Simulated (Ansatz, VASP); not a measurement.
**ReOs in VASP and in Ansatz**

INCAR

```
  ALGO = Normal
  EDIFF = 1E-8
  ENCUT = 520
  GGA = CA
  ISIF = 2
  ISMEAR = -1
  LASPH = T
  LCHARG = F
  LEFG = T
  LREAL = F
  LWAVE = F
  NBANDS = 14
  NELM = 100
  PREC = Accurate
  SIGMA = 0.05
```

KPOINTS

```
k-points
0
Gamma
  12 12 7
```

File POSCAR:

```
ReOs
1.0
    2.7573303527      0.0000000000      0.0000000000
   -1.3786651764      2.3879181321      0.0000000000
    0.0000000000      0.0000000000      4.3824281800
Re Os
1 1
Direct
    0.5466666667      0.2733333333      0.4100000000
    0.1200000000      0.0600000000      0.0900000000
```

Input for Ansatz:

```yaml
crystal:
  lattice:
    - [2.7573303527, 0.0, 0.0]
    - [-1.3786651764, 2.3879181321, 0.0]
    - [0.0, 0.0, 4.38242818]
  atoms:
    - { symbol: Re, position: [0.5466666667, 0.2733333333, 0.41] }
    - { symbol: Os, position: [0.12, 0.06, 0.09] }
kpoints:
  mp_grid: { grid: [12, 12, 7] }
scf:
  occupations: { method: fermi_dirac, width: 0.05 }
hamiltonian:
  xc: lda
  pseudopotentials: { kind: paw }
output:
  forces: true
  stress: true
  eigenvalues: true
  efg: { contact_densities: true }
  populations: true
```

Change from the starting cell: shortest bond scaled by 0.64, PAW files.

Alike in both runs: task electric field gradients; functional LDA; k mesh 12 × 12 × 7; occupations fermi-dirac, width 0.05 eV; no spin polarisation.

```csv
,VASP,Ansatz
version,VASP 6.6.1,Ansatz 0.2.0
potentials or method,"VASP PAW LDA potentials, release 64 (Re, Os)","PAW with Ansatz's default frozen-core files, scalar-relativistic"
plane-wave cutoff (eV),520,420
valence electrons in the cell,15,31
```

Ansatz gave:

```
pressure (GPa)                                                 : 209.4
largest component of the traceless stress (GPa)                : 161.01
rms of the force components (eV/Å)                             : 28.141
Vzz of the field gradient on the site that differs most (V/Å²) : 549.0
```

**Question.** Which values does VASP return?

**Answer.** Pressure (GPa): 161.2; largest component of the traceless stress (GPa): 98.26; rms of the force components (eV/Å): 18.971; Vzz of the field gradient on the site that differs most (V/Å²): 609.2.

Atom by atom the forces differ by 9.235 eV/Å (rms over components). The two sets of potentials don't hold the same shells in valence. Ansatz warned: «gradients_without_spin_orbit».

Caveats: the cell as given lies far from equilibrium; so large a pressure means that the cell lies far from this level's equilibrium, or that cutoff or potentials fall short (VASP); forces of over 1 eV/Å show positions far from the minimum, so gaps and moduli don't describe the material at rest. Spin-orbit coupling is left out, which matters for the levels of Os, Re.
